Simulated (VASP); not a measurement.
```yaml
crystal:
  lattice:
    - [0.00000, 2.62041, 2.62041]
    - [2.62041, 0.00000, 2.62041]
    - [2.62041, 2.62041, 0.00000]
  atoms:
    - { symbol: Ag, position: [0.00000, 0.00000, 0.00000] }
    - { symbol: Br, position: [0.50000, 0.50000, 0.50000] }
```

Method: PBE GGA, VASP's PBE PAW potentials (set 64) (plane waves; VASP). Numerical set-up: 500 eV cut-off, 9×9×9 Γ-centred mesh, Gaussian smearing of 0.050 eV, potentials Ag Br.

Problem. Predict the energy per atom (σ→0), pressure.

Solution. 
| Quantity | Result |
|---|---|
| energy per atom (σ→0) | -2.039 eV/atom |
| pressure | 30.00 GPa |

The absolute energy has meaning only against runs of the same code, potentials and settings.

The compound is AgBr in the rock salt structure. It was relaxed first under an external pressure of 30 GPa.
